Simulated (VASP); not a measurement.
An input for Quantum ESPRESSO's pw.x (written as the equivalent of a VASP run, and not itself run):

```
&CONTROL
  calculation = 'vc-relax'
  pseudo_dir = './pseudo'
  outdir = './out'
  tprnfor = .true.
  tstress = .true.
  nstep = 40
  forc_conv_thr = 0.00078
/
&SYSTEM
  ibrav = 0
  nat = 4
  ntyp = 2
  ecutwfc = 98
  occupations = 'smearing'
  smearing = 'methfessel-paxton'
  degauss = 0.00735
  input_dft = 'pz'
  nspin = 2
  starting_magnetization(1) = 0.27
  starting_magnetization(2) = 0.06
/
&ELECTRONS
  conv_thr = 7.3e-08
  electron_maxstep = 100
/
&IONS
/
&CELL
  press = 300
/
ATOMIC_SPECIES
  Fe 55.845 Fe.upf
  Ni 58.693 Ni.upf
CELL_PARAMETERS angstrom
     3.3688898    0.0000000    0.0000000
     0.0000000    3.3688898    0.0000000
     0.0000000    0.0000000    3.3688898
ATOMIC_POSITIONS crystal
  Fe   0.0000000  0.0000000  0.0000000
  Ni   0.0000000  0.5000000  0.5000000
  Ni   0.5000000  0.0000000  0.5000000
  Ni   0.5000000  0.5000000  0.0000000
K_POINTS automatic
  9 9 9 0 0 0
```

Problem. Write the VASP files for the same calculation (LDA).

Solution. This is not unique; one that fits is 
File POSCAR:
```
Ni3Fe
1
    3.3688898371     0.0000000000     0.0000000000
    0.0000000000     3.3688898371     0.0000000000
    0.0000000000     0.0000000000     3.3688898371
Fe Ni
1 3
Direct
  0.0000000000   0.0000000000   0.0000000000
  0.0000000000   0.5000000000   0.5000000000
  0.5000000000   0.0000000000   0.5000000000
  0.5000000000   0.5000000000   0.0000000000
```

KPOINTS:
```
Automatic mesh
0
Gamma
9 9 9
0 0 0
```

### INCAR
```
ALGO = Normal
EDIFF = 1E-6
EDIFFG = -0.02
ENCUT = 500
IBRION = 2
ISIF = 3
ISMEAR = 1
ISPIN = 2
LASPH = .TRUE.
LCHARG = .FALSE.
LMAXMIX = 4
LORBIT = 10
LREAL = .FALSE.
LWAVE = .FALSE.
MAGMOM = 2.7 3*0.6
NELM = 100
NSW = 40
PREC = Accurate
PSTRESS = 300
SIGMA = 0.1
SYSTEM = Ni3Fe
```

POTCAR, in this order: Fe Ni (LDA.64 set). Program: vasp_std.

What does not carry over: the potentials are each code's own (VASP's PAW set, PseudoDojo norm-conserving files in pw.x), so ENCUT and ecutwfc are chosen apart and not converted; conv_thr bounds pw.x's estimated SCF error, while EDIFF bounds the energy change between steps; starting_magnetization is a fraction of the valence charge and MAGMOM a moment in μB, so they match only roughly; forc_conv_thr acts on force components and is met together with etot_conv_thr.

The compound is Ni3Fe in the L1_2 structure. This run relaxes it under an external pressure of 30 GPa. Symmetry was kept, so distortions that lower it aren't found.
